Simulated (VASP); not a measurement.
The system is SrTiO3 (Tausonite).

```
CELL_PARAMETERS angstrom
3.90528 0.00000 0.00000
0.00000 3.90528 0.00000
0.00000 0.00000 3.90528
ATOMIC_POSITIONS crystal
Sr 0.50000 0.50000 0.50000
Ti 0.00000 0.00000 0.00000
O 0.50000 0.00000 0.00000
O 0.00000 0.50000 0.00000
O 0.00000 0.00000 0.50000
```

* Program: VASP 6.6.1
* Task: relaxation of cell and atoms
* Functional: LDA
* Potentials or basis: VASP PAW LDA potentials, release 64 (Sr_sv, Ti_sv, O)
* Cutoff: 600 eV
* k mesh: 8 × 8 × 8
* Occupations: gaussian, width 0.03 eV
* Spin: no spin polarisation

At the start: pressure -6.7 GPa; volume 11.91 Å³/atom.

Question: Where does the relaxation end?

Answer: Over 3 steps the energy falls by 8.7 meV/atom and the volume is 11.50 Å³/atom (-3.4 %); space group Pm-3m (No. 221, to 0.05 Å).

The path:
```csv
step,energy change (eV),largest force (eV/Å),pressure (GPa),volume (Å³)
1,0.0000,0.0000,-6.66,59.56
2,0.0079,0.0000,8.11,55.39
3,-0.0435,0.0000,-0.06,57.52
```

Final structure:
```
CELL_PARAMETERS angstrom
3.86010 0.00000 0.00000
0.00000 3.86010 0.00000
0.00000 0.00000 3.86010
ATOMIC_POSITIONS crystal
Sr 0.50000 0.50000 0.50000
Ti 0.00000 0.00000 0.00000
O 0.50000 0.00000 0.00000
O 0.00000 0.50000 0.00000
O 0.00000 0.00000 0.50000
```
